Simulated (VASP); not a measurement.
Method: PBE GGA, VASP's PBE PAW potentials (set 64) (plane waves; VASP 6.6.1).

VASP ran on this input.

**INCAR**
```
SYSTEM = Bi2Te3
PREC = Accurate
ENCUT = 300
EDIFF = 1E-6
NELM = 100
ALGO = Normal
LREAL = .FALSE.
LASPH = .TRUE.
ISMEAR = -1
SIGMA = 0.1
GGA = PE
LMAXMIX = 4
LWAVE = .FALSE.
LCHARG = .FALSE.
ISIF = 2
```

KPOINTS:
```
Automatic
0
gamma
 1 1 1
0 0 0
```

POSCAR:
```
Bi2Te3
1
    2.1975000000     1.2687270000    10.1466670000
   -2.1975000000     1.2687270000    10.1466670000
    0.0000000000    -2.5374540000    10.1466670000
Bi Te
2 3
Direct
  0.4004600000   0.4004600000   0.4004600000
  0.5995400000   0.5995400000   0.5995400000
  0.0000000000   0.0000000000   0.0000000000
  0.7903000000   0.7903000000   0.7903000000
  0.2097000000   0.2097000000   0.2097000000
```

POTCAR, in this order: Bi_d Te (PBE.64 set). Program: vasp_std.

Question: What will the output report for the number of irreducible k-points (NKPTS), largest plane-wave count, number of space-group operations, FFT grid (NGX, NGY, NGZ)?

Answer: 
```
Property                                       Value
--------------------------------------  ------------
number of irreducible k-points (NKPTS)             1
largest plane-wave count                        1991
number of space-group operations                  12
FFT grid (NGX, NGY, NGZ)                60 × 60 × 60
```

The structure comes from a measured Bi2Te3 entry of the Crystallography Open Database, whose conditions weren't checked. The cell was not relaxed at this level. The k-mesh is coarse (spacing up to 1.66 per Å, 2π included), so the numbers may not be converged in it. The run is one of a series of settings (KPOINTS 1×1×1 Γ-centred mesh against the base run), some of them coarse on purpose.
